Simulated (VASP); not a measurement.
```xyz
8
Lattice="1.7242 -2.9863 0.0000 1.7242 2.9863 0.0000 0.0000 0.0000 11.2346" Properties=species:S:1:pos:R:3 pbc="T T T"
In     1.7242    -0.9954     2.9142
In     1.7242     0.9954    11.2341
In     1.7242    -0.9954     8.3219
N      1.7242    -0.9954     5.0920
N      1.7242     0.9954     2.1519
N      1.7242    -0.9954    10.4743
N      1.7242     0.9954     7.5743
Ga     1.7242     0.9954     5.6465
```

Method: PBEsol GGA, VASP's PBE PAW potentials (set 64) (plane waves; VASP). Numerical set-up: 520 eV cut-off, Gaussian smearing of 0.050 eV, potentials In_d N Ga_d.

Task: Give the energies of bands 27 to 40 at the high-symmetry points, in eV from the Fermi level.

Result: 
| band | Γ | M | K | A | L | H |
|---|---|---|---|---|---|---|
| 27 | -3.53 | -5.58 | -4.88 | -2.01 | -5.21 | -5.02 |
| 28 | -1.24 | -4.72 | -4.68 | -1.65 | -5.11 | -4.98 |
| 29 | -1.24 | -3.74 | -4.65 | -1.23 | -3.07 | -4.51 |
| 30 | -0.56 | -2.63 | -3.66 | -1.23 | -2.90 | -4.17 |
| 31 | -0.56 | -2.04 | -3.49 | -0.68 | -2.56 | -2.76 |
| 32 | -0.40 | -1.89 | -2.70 | -0.68 | -2.10 | -2.66 |
| 33 | -0.40 | -1.82 | -2.60 | -0.23 | -1.70 | -2.20 |
| 34 | -0.21 | -1.63 | -2.28 | -0.23 | -1.43 | -2.08 |
| 35 | -0.06 | -1.61 | -1.57 | -0.07 | -1.23 | -2.04 |
| 36 | 0.00 | -0.90 | -1.27 | -0.07 | -1.08 | -1.74 |
| 37 | 0.00 | 3.19 | 4.60 | 1.31 | 3.05 | 4.97 |
| 38 | 2.29 | 3.44 | 5.15 | 1.44 | 3.31 | 5.29 |
| 39 | 2.64 | 3.93 | 5.17 | 2.69 | 4.03 | 5.36 |
| 40 | 3.05 | 4.52 | 5.91 | 3.19 | 4.48 | 5.59 |

It has no gap at this level: it comes out as a metal or semimetal.

The structure was generated: GaIn3N4 was put into an ordered model structure (P3m1), which need not be its known phase. It was relaxed first.
